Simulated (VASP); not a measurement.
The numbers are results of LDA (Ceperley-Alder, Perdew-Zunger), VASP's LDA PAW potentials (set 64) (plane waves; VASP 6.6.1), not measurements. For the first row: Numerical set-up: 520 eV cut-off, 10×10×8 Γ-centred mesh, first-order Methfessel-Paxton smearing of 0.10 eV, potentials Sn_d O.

```csv
system,energy (eV/atom)
SnO (litharge),-6.4330
Sn atom,-0.4817
O atom,-1.4448
```

Atoms are spin-polarised in a large box without symmetry, with the spin fixed by Hund's rule, and may not be in the lowest state of each functional; no zero-point energy is added.

What is the cohesive energy per atom of SnO?

The references average (2×(-0.4817) + 2×(-1.4448))/4 = -0.9633 eV, so the cohesive energy is -0.9633 − (-6.4330) = 5.470 eV/atom.
